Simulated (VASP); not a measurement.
## Rb₃Li (space group I4/mmm): computed properties

Level of theory: PBEsol GGA, VASP's PBE PAW potentials (set 64) (plane waves; VASP 6.6.1).

For Rb3Li, the space group comes out as I4/mmm (139), the cell comes out as a = b = 6.4744 Å, c = 12.6655 Å, α = β = γ = 90.00° and the volume per atom is 66.36 Å³/atom. The band gap (over mesh and band path) is none (metal, semimetal or under 0.01 eV). The band gap with spin-orbit coupling is none (metallic) and the density is 1.65 g/cm³.

```cif
data_Li2Rb6
_chemical_formula_sum 'Rb6 Li2'
_space_group_name_H-M_alt 'I4/mmm'
_space_group_IT_number 139
_space_group_name_Hall '-I 4 2'
_cell_length_a 6.47435
_cell_length_b 6.47435
_cell_length_c 12.66546
_cell_angle_alpha 90.000
_cell_angle_beta 90.000
_cell_angle_gamma 90.000
loop_
_atom_site_label
_atom_site_type_symbol
_atom_site_symmetry_multiplicity
_atom_site_Wyckoff_symbol
_atom_site_fract_x
_atom_site_fract_y
_atom_site_fract_z
_atom_site_occupancy
Rb1 Rb 4 d 0.00000 0.50000 0.25000 1
Rb2 Rb 2 b 0.00000 0.00000 0.50000 1
Li1 Li 2 a 0.00000 0.00000 0.00000 1
```
(The calculation used a cell of 4 atoms; values per cell refer to that cell.)

The structure comes from a computed database's Rb3Li entry (I4/mmm); how it stands against other phases isn't given here. It was relaxed first. Symmetry was kept, so distortions that lower it aren't found.
